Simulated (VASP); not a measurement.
# Quasiparticle energies of NaF (Villiaumite) in VASP

Wanted: how far GW moves the Kohn-Sham levels of NaF (Villiaumite). The cell is of the rock-salt type, one of the forms listed for this formula. The start is a cell from a database of measured crystal structures.

Main program and level: VASP 6.6.1; PBE; plane waves and PAW (Na_sv_GW, F_GW), in the first sound run; inputs show where later runs differ.

This is a report of a sequence of runs, with most program output left out.

## Step 1: Set-up

The structure is cubic, space group Fm-3m (No. 225). The conventional cell has a = 4.640 Å, b = 4.640 Å, c = 4.640 Å, α = 90.00°, β = 90.00°, γ = 90.00°. Na has 6 F at 2.32 Å nearest. Nearest to F lie 6 Na at 2.32 Å. Farther neighbours and most contacts between anions are not listed.

## Step 2: Ground state

The orbitals come from a self-consistent PBE run with a tight EDIFF and a narrow smearing. KPOINTS_OPT adds the bands along a path, which shows whether the mesh holds the band edges.

INCAR

```
SYSTEM = NaF
PREC = Accurate
ENCUT = 520
EDIFF = 1E-08
NELM = 100
ISMEAR = 0
SIGMA = 0.01
LREAL = .FALSE.
ALGO = Normal
GGA = PE
NBANDS = 14
LORBIT = 11
LWAVE = .TRUE.
LCHARG = .FALSE.
KPAR = 8
```

POSCAR

```
NaF
1.0
    0.0000000000      2.3200000000      2.3200000000
    2.3200000000      0.0000000000      2.3200000000
    2.3200000000      2.3200000000      0.0000000000
Na F
1 1
Direct
    0.0000000000      0.0000000000      0.0000000000
    0.5000000000      0.5000000000      0.5000000000
```

KPOINTS

```
Automatic mesh
0
Gamma
4 4 4
0 0 0
```

KPOINTS_OPT

```
Line mode
12
Line-mode
Reciprocal
  0.00000000   0.00000000   0.00000000 GAMMA
  0.50000000   0.00000000   0.50000000 X

  0.50000000   0.00000000   0.50000000 X
  0.50000000   0.25000000   0.75000000 W

  0.50000000   0.25000000   0.75000000 W
  0.37500000   0.37500000   0.75000000 K

  0.37500000   0.37500000   0.75000000 K
  0.00000000   0.00000000   0.00000000 GAMMA

  0.00000000   0.00000000   0.00000000 GAMMA
  0.50000000   0.50000000   0.50000000 L

  0.50000000   0.50000000   0.50000000 L
  0.62500000   0.25000000   0.62500000 U

  0.62500000   0.25000000   0.62500000 U
  0.50000000   0.25000000   0.75000000 W

  0.50000000   0.25000000   0.75000000 W
  0.50000000   0.50000000   0.50000000 L

  0.50000000   0.50000000   0.50000000 L
  0.37500000   0.37500000   0.75000000 K

  0.62500000   0.25000000   0.62500000 U
  0.50000000   0.00000000   0.50000000 X
```

Potentials, in the order of the species: Na_sv_GW and F_GW (PBE family, release 64).

Command:

```bash
$ mpirun -np 8 vasp_std
```

Run time: 16 s. Hardware: 8 MPI ranks of AMD EPYC 7R43, shared host; peak memory 0.86 GiB; 1.9 min of CPU time.

Numbers from this step:

```
free energy (TOTEN)               : -10.65 eV
Fermi energy                      : -1.621 eV
pressure                          : -0.9114 GPa
least gap on mesh and path        : 6.300 eV
least direct gap on mesh and path : 6.300 eV
```

The highest empty bands on the path are converged less tightly, to about 0.1 eV. The electronic bands at the labelled points (eV, zero at the valence-band top; v1 is the highest filled band, c1 the lowest empty one):

| point | v3 | v2 | v1 | c1 | c2 |
| --- | --- | --- | --- | --- | --- |
| Γ | 0.00 | 0.00 | 0.00 | 6.30 | 18.95 |
| 0.45 of the way | -0.81 | -0.19 | -0.19 | 8.36 | 15.32 |
| X | -1.27 | -0.41 | -0.41 | 13.13 | 13.31 |
| 0.45 of the way | -1.18 | -0.52 | -0.48 | 13.15 | 13.28 |
| W | -0.87 | -0.87 | -0.57 | 13.21 | 13.21 |
| 0.45 of the way | -1.00 | -0.81 | -0.47 | 13.01 | 13.20 |
| K | -1.05 | -0.83 | -0.37 | 12.82 | 13.21 |
| 0.55 of the way | -0.91 | -0.27 | -0.14 | 8.55 | 15.02 |
| Γ | 0.00 | 0.00 | 0.00 | 6.30 | 18.95 |
| 0.45 of the way | -0.78 | -0.11 | -0.11 | 7.88 | 15.49 |
| L | -1.57 | -0.25 | -0.25 | 10.77 | 12.46 |
| 0.55 of the way | -1.33 | -0.57 | -0.31 | 11.67 | 12.68 |
| U | -1.05 | -0.83 | -0.37 | 12.82 | 13.21 |
| 0.55 of the way | -1.00 | -0.81 | -0.47 | 13.01 | 13.20 |
| W | -0.87 | -0.87 | -0.57 | 13.21 | 13.21 |
| 0.45 of the way | -1.25 | -0.62 | -0.35 | 11.93 | 12.75 |
| L | -1.57 | -0.25 | -0.25 | 10.77 | 12.46 |
| 0.55 of the way | -1.33 | -0.57 | -0.31 | 11.67 | 12.68 |
| K | -1.05 | -0.83 | -0.37 | 12.82 | 13.21 |
| jump to U | -1.05 | -0.83 | -0.37 | 12.82 | 13.21 |
| 0.45 of the way | -1.20 | -0.56 | -0.39 | 13.15 | 13.24 |
| X | -1.27 | -0.41 | -0.41 | 13.13 | 13.31 |

Of the projections kept (Na, F), the largest for each band there; the rest of the weight can lie on other orbitals:

| point | v3 | v2 | v1 | c1 | c2 |
| --- | --- | --- | --- | --- | --- |
| Γ | F 0.99 | F 0.99 | F 0.99 | F 0.68 | Na 1.00 |
| X | F 0.93 | F 0.97 | F 0.97 | F 0.60 | Na 1.00 |
| W | F 0.95 | F 0.95 | F 0.99 | Na 0.50 | Na 0.50 |
| K | F 0.94 | F 0.97 | F 0.98 | Na 0.59 | F 0.56 |
| Γ | F 0.99 | F 0.99 | F 0.99 | F 0.68 | Na 1.00 |
| L | F 0.98 | F 0.98 | F 0.98 | Na 0.79 | F 0.80 |

The cell has a gap of 6.30 eV on mesh and path.

## Step 3: Empty bands, functional PBE

The next step needs empty bands that the ground-state run didn't converge, so the Hamiltonian is diagonalised exactly for NBANDS bands, in a single step. LOPTICS writes the k-derivatives of the orbitals (WAVEDER), which give the long-wavelength limit of the screening.

INCAR

```
SYSTEM = NaF
PREC = Accurate
ENCUT = 520
ISMEAR = 0
SIGMA = 0.01
LREAL = .FALSE.
GGA = PE
NBANDS = 168
ALGO = Exact
NELM = 1
LWAVE = .TRUE.
LCHARG = .FALSE.
LOPTICS = .TRUE.
NEDOS = 1000
CSHIFT = 0.1
```

POSCAR is that of step 2.

KPOINTS is that of step 2.

Command:

```bash
$ mpirun -np 8 vasp_std
```

Run time: 12 s. Hardware: 8 MPI ranks; peak memory 0.77 GiB.

The gap is read on the k-mesh alone, so it is an upper bound where the band edges lie off the mesh.

A gap read on the k-mesh alone can miss the band edges.

Numbers from this step:

* gap on the k-mesh: 6.300 eV
* least direct gap on the k-mesh: 6.300 eV

WAVECAR now holds 168 bands for 16 electrons. Its independent-particle dielectric tensor has xx, yy, zz = 1.9, 1.9, 1.9 on this mesh, which isn't tested for convergence in mesh or bands and lacks local fields.

## Step 4: evGW0

This step: evGW0 on PBE; plane waves and PAW (Na_sv_GW, F_GW) (VASP 6.6.1).

The lowest NBANDSGW levels in G are updated for four passes while W stays fixed, so the result depends less on the starting levels.

INCAR

```
SYSTEM = NaF
PREC = Accurate
ENCUT = 520
ISMEAR = 0
SIGMA = 0.01
LREAL = .FALSE.
GGA = PE
NBANDS = 168
ALGO = EVGW0
NELMGW = 4
ENCUTGW = 200
NOMEGA = 64
PRECFOCK = Fast
NBANDSGW = 16
LWAVE = .FALSE.
LCHARG = .FALSE.
```

POSCAR is that of step 3.

KPOINTS is that of step 3.

Command:

```bash
$ mpirun -np 8 vasp_std
```

It took 5.5 min on 8 MPI ranks; peak memory 1.2 GiB.

This step gave:

| Item | Value |
| --- | --- |
| quasiparticle gap on the mesh | 11.38 eV |
| smallest direct quasiparticle gap on the mesh | 11.38 eV |
| gap of the starting orbitals on the mesh | 6.300 eV |

QP gap by iteration, by row:

| iteration | gap (eV) | direct gap (eV) |
| --- | --- | --- |
| 1 | 10.6 | 10.6 |
| 2 | 11.25 | 11.25 |
| 3 | 11.36 | 11.36 |
| 4 | 11.38 | 11.38 |

GW takes the gap from 6.300 to 11.382 eV. The last pass still moved it by +19 meV. The value holds for 168 bands, ENCUTGW = 200 eV and this mesh, and isn't shown to be converged in them.

## Step 5: evGW

This step: evGW on PBE; plane waves and PAW (Na_sv_GW, F_GW) (VASP 6.6.1).

The levels are updated in both G and W; wider gaps weaken the screening and open the gap further.

INCAR, as its differences from that of step 4:

```diff
@@ -8,3 +8,3 @@
 NBANDS = 168
-ALGO = EVGW0
+ALGO = EVGW
 NELMGW = 4
```

POSCAR is that of step 4.

KPOINTS is that of step 4.

Command:

```bash
$ mpirun -np 8 vasp_std
```

It took 5 min on 8 MPI ranks; peak memory 1.2 GiB; 39 min of CPU time.

This step gave:

| Quantity | Value |
| --- | --- |
| quasiparticle gap on the mesh | 12.48 eV |
| smallest direct quasiparticle gap on the mesh | 12.48 eV |

QP gap by iteration, by row:

| iteration | gap (eV) | direct gap (eV) |
| --- | --- | --- |
| 1 | 10.6 | 10.6 |
| 2 | 12.02 | 12.02 |
| 3 | 12.39 | 12.39 |
| 4 | 12.48 | 12.48 |

GW takes the gap from 6.300 to 12.479 eV. That is +1098 meV against evGW0 on PBE. The last pass still moved it by +87 meV. The value holds for 168 bands, ENCUTGW = 200 eV and this mesh, and isn't shown to be converged in them.

## Step 6: QPGW0

This step: QPGW0 on PBE; plane waves and PAW (Na_sv_GW, F_GW) (VASP 6.6.1).

Here the orbitals are updated too, by diagonalising a Hermitian self-energy in the bands up to NBANDSGW.

INCAR, as its differences from that of step 5:

```diff
@@ -8,3 +8,3 @@
 NBANDS = 168
-ALGO = EVGW
+ALGO = QPGW0
 NELMGW = 4
@@ -13,3 +13,3 @@
 PRECFOCK = Fast
-NBANDSGW = 16
+NBANDSGW = 24
 LWAVE = .FALSE.
```

POSCAR is that of step 5.

KPOINTS is that of step 5.

Command:

```bash
$ mpirun -np 8 vasp_std
```

Run time: 14 min. Hardware: 8 MPI ranks; peak memory 1.6 GiB; 1.8 h of CPU time.

Numbers from this step:

* quasiparticle gap on the mesh: 12.07 eV
* smallest direct quasiparticle gap on the mesh: 12.07 eV

QP gap by iteration, by row:

| iteration | gap (eV) | direct gap (eV) |
| --- | --- | --- |
| 1 | 10.64 | 10.64 |
| 2 | 11.5 | 11.5 |
| 3 | 11.91 | 11.91 |
| 4 | 12.07 | 12.07 |

GW takes the gap from 6.300 to 12.071 eV. That is +689 meV against evGW0 on PBE. The last pass still moved it by +165 meV. The value holds for 168 bands, ENCUTGW = 200 eV and this mesh, and isn't shown to be converged in them.

## Step 7: Orbitals for another starting point

This step: PBE; plane waves and PAW (Na_sv_GW, F_GW) (VASP 6.6.1).

A hybrid converges faster from good orbitals, so a cheap PBE run writes WAVECAR first.

INCAR

```
SYSTEM = NaF
PREC = Accurate
ENCUT = 520
EDIFF = 1E-05
NELM = 100
ISMEAR = 0
SIGMA = 0.01
LREAL = .FALSE.
ALGO = Normal
GGA = PE
NBANDS = 14
LORBIT = 11
LWAVE = .TRUE.
LCHARG = .FALSE.
KPAR = 8
```

POSCAR is that of step 6.

KPOINTS is that of step 6.

Command:

```bash
$ mpirun -np 8 vasp_std
```

Run time: 5 s. Hardware: 8 MPI ranks; peak memory 0.84 GiB; 24 s of CPU time.

This step gave:

| Property | Result |
| --- | --- |
| Fermi energy | -1.622 eV |
| pressure | -0.9321 GPa |
| gap on the k-mesh | 6.299 eV |
| least direct gap on the k-mesh | 6.299 eV |

The run ends at a pressure of -0.93 GPa.

## Step 8: Another starting point

This step: HSE06; plane waves and PAW (Na_sv_GW, F_GW) (VASP 6.6.1).

To see how much the result owes to its start, the ground state is made again with HSE06. A small SIGMA keeps every occupation at zero or full.

INCAR

```
SYSTEM = NaF
PREC = Accurate
ENCUT = 520
EDIFF = 1E-08
NELM = 100
ISMEAR = 0
SIGMA = 0.01
LREAL = .FALSE.
ALGO = Normal
LHFCALC = .TRUE.
AEXX = 0.25
GGA = PE
HFSCREEN = 0.2
LASPH = .TRUE.
NBANDS = 14
PRECFOCK = Fast
LORBIT = 11
LWAVE = .TRUE.
LCHARG = .FALSE.
KPAR = 8
```

POSCAR is that of step 7.

KPOINTS is that of step 7.

The run starts from files that an earlier step left in the folder.

Command:

```bash
$ mpirun -np 8 vasp_std
```

Wall time 61 s (8 MPI ranks); peak memory 1.5 GiB; 7.8 min of CPU time.

The k-mesh is coarse for exact exchange; levels may shift by about 0.1 eV on a finer one. The PAW data sets were made with PBE, which is usual practice but a small mismatch for other functionals.

This step gave:

* free energy (TOTEN): -12.39 eV
* Fermi energy: -3.331 eV
* gap on the k-mesh: 8.515 eV
* least direct gap on the k-mesh: 8.515 eV

## Step 9: Empty bands, functional HSE06

INCAR

```
SYSTEM = NaF
PREC = Accurate
ENCUT = 520
ISMEAR = 0
SIGMA = 0.01
LREAL = .FALSE.
LHFCALC = .TRUE.
AEXX = 0.25
GGA = PE
HFSCREEN = 0.2
LASPH = .TRUE.
NBANDS = 168
PRECFOCK = Fast
ALGO = Exact
NELM = 1
LWAVE = .TRUE.
LCHARG = .FALSE.
LOPTICS = .TRUE.
NEDOS = 1000
CSHIFT = 0.1
```

POSCAR is that of step 8.

KPOINTS is that of step 8.

The run starts from files that an earlier step left in the folder.

Command:

```bash
$ mpirun -np 8 vasp_std
```

Run time: 3.8 min. Hardware: 8 MPI ranks; peak memory 1.6 GiB.

## Step 10: G0W0

This step: G0W0 on HSE06; plane waves and PAW (Na_sv_GW, F_GW) (VASP 6.6.1).

G0W0 keeps orbitals and screening fixed and shifts each of the lowest NBANDSGW levels once.

INCAR

```
SYSTEM = NaF
PREC = Accurate
ENCUT = 520
ISMEAR = 0
SIGMA = 0.01
LREAL = .FALSE.
LHFCALC = .TRUE.
AEXX = 0.25
GGA = PE
HFSCREEN = 0.2
LASPH = .TRUE.
NBANDS = 168
PRECFOCK = Fast
ALGO = EVGW0
NELMGW = 1
ENCUTGW = 200
NOMEGA = 64
NBANDSGW = 16
LWAVE = .FALSE.
LCHARG = .FALSE.
```

POSCAR is that of step 9.

KPOINTS is that of step 9.

The WAVECAR or CHGCAR of an earlier step is read.

Command:

```bash
$ mpirun -np 8 vasp_std
```

The job ended after 92 s (8 MPI ranks; peak memory 1.9 GiB; 12 min of CPU time).

Numbers from this step:

* quasiparticle gap on the mesh: 11.59 eV
* smallest direct quasiparticle gap on the mesh: 11.59 eV
* gap of the starting orbitals on the mesh: 8.515 eV

GW takes the gap from 8.515 to 11.587 eV. That is +984 meV against the one-shot pass on PBE. The value holds for 168 bands, ENCUTGW = 200 eV and this mesh, and isn't shown to be converged in them.

## Step 11: Summary

This step: GW series: evGW0 on PBE, evGW on PBE, QPGW0 on PBE, G0W0 on HSE06; plane waves and PAW (VASP 6.6.1).

Derived from the runs above.

Cost is wall time times ranks on a shared host, with the step that makes the empty bands. GW runs:

| level | bands | ENCUTGW (eV) | NOMEGA | k mesh | starting gap (eV) | quasiparticle gap (eV) | direct gap (eV) | cost (core minutes) |
| --- | --- | --- | --- | --- | --- | --- | --- | --- |
| evGW0 on PBE | 168 | 200 | 64 | 4x4x4 | 6.3 | 11.38 | 11.38 | 45.55 |
| evGW on PBE | 168 | 200 | 64 | 4x4x4 | 6.3 | 12.48 | 12.48 | 41.81 |
| QPGW0 on PBE | 168 | 200 | 64 | 4x4x4 | 6.3 | 12.07 | 12.07 | 110.1 |
| G0W0 on HSE06 | 168 | 200 | 64 | 4x4x4 | 8.515 | 11.59 | 11.59 | 42.57 |

## Step 12: What came out

| Property | Result |
| --- | --- |
| evGW0 on PBE, 168 bands, ENCUTGW 200 eV, NOMEGA 64, mesh 4×4×4 | 6.300 → 11.382 eV |
| evGW on PBE, 168 bands, ENCUTGW 200 eV, NOMEGA 64, mesh 4×4×4 | 6.300 → 12.479 eV |
| QPGW0 on PBE, 168 bands, ENCUTGW 200 eV, NOMEGA 64, mesh 4×4×4 | 6.300 → 12.071 eV |
| G0W0 on HSE06, 168 bands, ENCUTGW 200 eV, NOMEGA 64, mesh 4×4×4 | 8.515 → 11.587 eV |

evGW0 gives a quasiparticle gap of 11.382 eV on the mesh, 5.08 eV over the PBE gap on the same mesh. On mesh and path the starting valence top lies at Γ and the conduction bottom at Γ, so the starting gap is direct. Both points lie on the GW mesh. Over the final values of the levels run here the gap spans 11.4 to 12.5 eV. In evGW0 the first pass, which is the one-shot result, gives 10.603 eV and pass 4 gives 11.382 eV; the last pass changed the gap by +19 meV, so more passes would move it further. In evGW the first pass, which is the one-shot result, gives 10.603 eV and pass 4 gives 12.479 eV; the last pass changed the gap by +87 meV, so more passes would move it further. In QPGW0 the first pass gives 10.638 eV and pass 4 gives 12.071 eV; the last pass changed the gap by +165 meV, so more passes would move it further. One-shot gaps: 10.603 eV from PBE and 11.586 eV from HSE06. The starting gaps span 2.22 eV and the one-shot gaps 0.98 eV. Bands, response cutoff and mesh weren't tested for convergence. On a mesh this coarse the value is a test of cost more than a converged gap. Not tabulated here, as repeats of values shown or as unfit to read for their mesh, reference level or band range: eps2 curves (empty bands); eps1 curves and static values (empty bands); gaps (empty bands).

[Lines on the potential files, build, host, timing and source positions are cut from VASP's logs without a mark.]

[Logs are printed without paths, hosts, clocks, repeated set-up lines and the standing remarks that a program may print on its own settings, such as how far it seeks lower states.]

[Hosts, paths, dates, database ids (printed as entryN), source tags and the programs' standing remarks are cut or masked in the printed files.]

[Pressures printed for these runs are not shown converged in the cutoff: they can be off by several GPa and have the wrong sign.]
